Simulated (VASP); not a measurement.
Input:

```yaml
crystal:
  lattice:
    - [0.00000, 2.06400, 2.06400]
    - [2.06400, 0.00000, 2.06400]
    - [2.06400, 2.06400, 0.00000]
  atoms:
    - { symbol: Ag, position: [0.00000, 0.00000, 0.00000] }
```

These are optB88-vdW, VASP's PBE PAW potentials (set 64) (plane waves; VASP 6.6.1) values and carry that method's errors. Numerical set-up: 520 eV cut-off, 17×17×17 Γ-centred mesh, tetrahedra with Blöchl corrections, potentials Ag.

Estimate the energy per atom (σ→0), band gap (on the k-mesh) with the smallest direct gap where there is one.

```yaml
band gap (on the k-mesh): none (metal, semimetal or under 0.01 eV)
energy per atom (σ→0): 0.353 eV/atom
```

The compound is Ag in the fcc structure. It was relaxed first.
